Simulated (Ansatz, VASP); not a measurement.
## Y2ScAs3 in VASP and in Ansatz

```
Y Sc As
1.0
    -2.49028    2.49028    7.72571
     2.49028   -2.49028    7.72571
     2.49028    2.49028   -7.72571
Y Sc As
2 1 3
Direct
  0.31998 0.31998 0.00000
  0.68002 0.68002 0.00000
  0.00000 0.00000 0.00000
  0.75000 0.25000 0.50000
  0.25000 0.75000 0.50000
  0.50000 0.50000 0.00000
```

Alike in both runs: functional PBE; k mesh 6 × 6 × 6; occupations gaussian, width 0.1 eV; no spin polarisation.

Ansatz relaxed the structure, and its values are those at the end. VASP's run is a single point on that final structure, the one shown.

|  | VASP | Ansatz |
| --- | --- | --- |
| version | VASP 6.6.1 | Ansatz 0.2.0 |
| potentials or method | VASP PAW PBE potentials, release 64 (Y_sv, Sc_sv, As) | scalar-relativistic, plane waves, PAW |
| plane-wave cutoff (eV) | 520 | 420 |
| valence electrons in the cell | 48 | 78 |

```tsv
	VASP	Ansatz	Ansatz less VASP
gap on the k mesh at the Fermi level (eV)	none	none	-
pressure (GPa)	0.1	0.1	-0.02
rms of the force components (eV/Å)	0.010	0.012	+0.0026
```

A gap of «none» marks a metal or a gap that the smearing closes. The two sets of potentials don't hold the same shells in valence.
